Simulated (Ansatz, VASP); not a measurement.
# SbP: VASP beside Ansatz

```
Sb P
1.0
     0.00000    3.12956    3.12956
     3.12956    0.00000    3.12956
     3.12956    3.12956    0.00000
Sb P
1 1
Direct
  0.00000 0.00000 0.00000
  0.25000 0.25000 0.25000
```

The cell comes from a database or a generator and needn't be the stable form of this composition.

Alike in both runs: task single point; functional LDA; k mesh 6 × 6 × 6; occupations gaussian, width 0.05 eV; no spin polarisation.

|  | VASP | Ansatz |
| --- | --- | --- |
| version | VASP 6.6.1 | Ansatz 0.2.0 |
| potentials or method | VASP PAW LDA potentials, release 64 (Sb, P) | scalar-relativistic, plane waves, PAW |
| plane-wave cutoff (eV) | 520 | 420 |
| valence electrons in the cell | 10 | 20 |

|  | VASP | Ansatz | Ansatz less VASP |
| --- | --- | --- | --- |
| gap on the k mesh at the Fermi level (eV) | none | none | - |
| pressure (GPa) | -1.2 | -1.4 | -0.13 |

A gap of «none» marks a metal or a gap that the smearing closes. The two sets of potentials don't hold the same shells in valence.

Spin-orbit coupling is left out, which matters for the levels of Sb.
